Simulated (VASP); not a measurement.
Method: PBEsol GGA, VASP's PBE PAW potentials (set 64) (plane waves; VASP).

VASP input:

### INCAR
```
SYSTEM = NbPd3
PREC = Accurate
ENCUT = 400
EDIFF = 1E-6
NELM = 100
ALGO = Normal
LREAL = .FALSE.
LASPH = .TRUE.
ISMEAR = 1
SIGMA = 0.1
GGA = PS
LMAXMIX = 4
LWAVE = .FALSE.
LCHARG = .FALSE.
ISIF = 2
```

File KPOINTS:
```
Automatic mesh
0
Gamma
10 10 10
0 0 0
```

**POSCAR**
```
NbPd3
1
   -1.9582700000     1.9582700000     4.0180300000
    1.9582700000    -1.9582700000     4.0180300000
    1.9582700000     1.9582700000    -4.0180300000
Nb Pd
1 3
Direct
  0.0000000000   0.0000000000   0.0000000000
  0.5000000000   0.5000000000   0.0000000000
  0.7500000000   0.2500000000   0.5000000000
  0.2500000000   0.7500000000   0.5000000000
```

POTCAR, in this order: Nb_sv Pd (PBE.64 set). Program: vasp_std.

Question: Estimate the energy per atom (σ→0), pressure, band gap (on the k-mesh).

Answer: 
```json
{
  "energy per atom (σ→0)": "-7.669 eV/atom",
  "band gap (on the k-mesh)": "none (metal, semimetal or under 0.01 eV)",
  "pressure": "-6.83 GPa"
}
```

**OSZICAR**
```
...
DAV:   8    -0.306856806720E+02    0.52677E-01   -0.40049E-01  8553   0.454E+00    0.188E+00
DAV:   9    -0.306830285987E+02    0.26521E-02   -0.11099E-01  7840   0.261E+00    0.597E-01
DAV:  10    -0.306782124026E+02    0.48162E-02   -0.26313E-02  7903   0.147E+00    0.191E-01
DAV:  11    -0.306777660329E+02    0.44637E-03   -0.39562E-03  8170   0.581E-01    0.825E-02
DAV:  12    -0.306777601125E+02    0.59204E-05   -0.31442E-04  6786   0.134E-01    0.162E-02
DAV:  13    -0.306777619993E+02   -0.18868E-05   -0.23448E-05  7123   0.385E-02    0.542E-03
DAV:  14    -0.306777620140E+02   -0.14659E-07   -0.93576E-07  3410   0.817E-03
   1 F= -.30677762E+02 E0= -.30677856E+02  d E =0.282082E-03
```

The structure comes from a computed database's NbPd3 entry (I4/mmm); how it stands against other phases isn't given here. The cell was not relaxed at this level. The run is one of a series of settings (GGA = PS against the base run), some of them coarse on purpose. The electron count is odd and the run is not spin-polarised, which forces a metal.
